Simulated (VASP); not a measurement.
Cu4S3 (a cell with a defect): single point with PBEsol

Cu4S3 (a cell with a defect):

```xyz
7
Lattice="0.0000 5.1601 5.1601 5.1601 0.0000 5.1601 2.5800 2.5800 0.0000" Properties=species:S:1:pos:R:3 pbc="T T T"
Cu    1.2900    1.2900    1.2900
Cu    3.8700    1.2900    3.8700
Cu    1.2900    3.8700    3.8700
Cu    3.8700    3.8700    6.4501
S     2.6073   -0.0272    2.5862
S     0.0000    2.5800    2.5800
S     2.5800    2.5800    5.1601
```

```json
{
  "Program": "VASP 6.6.1",
  "Task": "single point",
  "Functional": "PBEsol",
  "Potentials or basis": "VASP PAW PBE potentials, release 64 (Cu, S)",
  "Cutoff": "520 eV",
  "k mesh": "4 × 4 × 4",
  "Occupations": "fermi-dirac, width 0.1 eV",
  "Spin": "no spin polarisation",
  "Dipole correction": "no",
  "Further INCAR settings": "ALGO = Fast; EDIFF = 1e-06; NBANDS = 40"
}
```

- Pressure: -3.5 GPa
- Largest force: 0.898 eV/Å
- Band gap on the k mesh: none (metal or under the smearing width)

Forces in eV/Å, atoms in the order of the input:
```
Cu   0.081 -0.081  0.890
Cu  -0.433  0.433 -0.401
Cu   0.459 -0.459 -0.419
Cu   0.084 -0.084 -0.317
S   -0.008  0.008  0.006
S   -0.184  0.184 -0.032
S    0.002 -0.002  0.273
```

Stress tensor (GPa, compression positive):
```
-3.04  0.29 -0.21
 0.29 -3.04  0.21
-0.21  0.21 -4.27
```

Levels at points of the mesh, in eV from the Fermi level:
```
           k point  band 27  band 28  band 29  band 30  band 31  band 32  band 33  band 34  band 35  band 36
(0.00, 0.00, 0.00)    -1.16    -1.07    -0.77     0.14     0.58     0.74     0.87     3.88     4.31     4.70
(0.50, 0.00, 0.00)    -1.08    -0.96    -0.70    -0.08     0.66     0.67     0.97     2.60     4.64     4.91
(0.00, 0.50, 0.00)    -1.08    -0.94    -0.72    -0.09     0.68     0.69     0.97     2.62     4.66     4.91
(0.50, 0.50, 0.00)    -1.15    -0.97    -0.18    -0.14    -0.09     0.16     1.77     2.72     3.94     5.35
(0.00, 0.00, 0.50)    -1.53    -1.50    -1.01    -0.62    -0.58     0.17     0.35     3.54     4.27     4.31
(0.50, 0.00, 0.50)    -1.57    -1.28    -1.05    -0.85    -0.74    -0.64     1.89     2.69     3.27     4.80
(0.00, 0.50, 0.50)    -1.57    -1.27    -1.03    -0.85    -0.75    -0.65     1.88     2.70     3.30     4.78
(0.50, 0.50, 0.50)    -1.74    -1.65    -1.37    -1.31    -0.89     0.19     1.92     2.24     2.89     5.17
```

Wall time 4.2 min on 1 thread of Intel(R) Xeon(R) Platinum 8559C (Emerald Rapids), on a shared host, peak memory 0.33 GiB.

Caveat: the k mesh is coarse (spacing up to 0.53 Å⁻¹), so the values aren't converged; the PAW data sets were made with another functional, which shifts forces and pressure a little; the run has no spin polarisation, though such a crystal can be magnetic. With open d or f shells a metallic result of PBEsol can be an artefact of self-interaction; +U or a hybrid may open a gap.
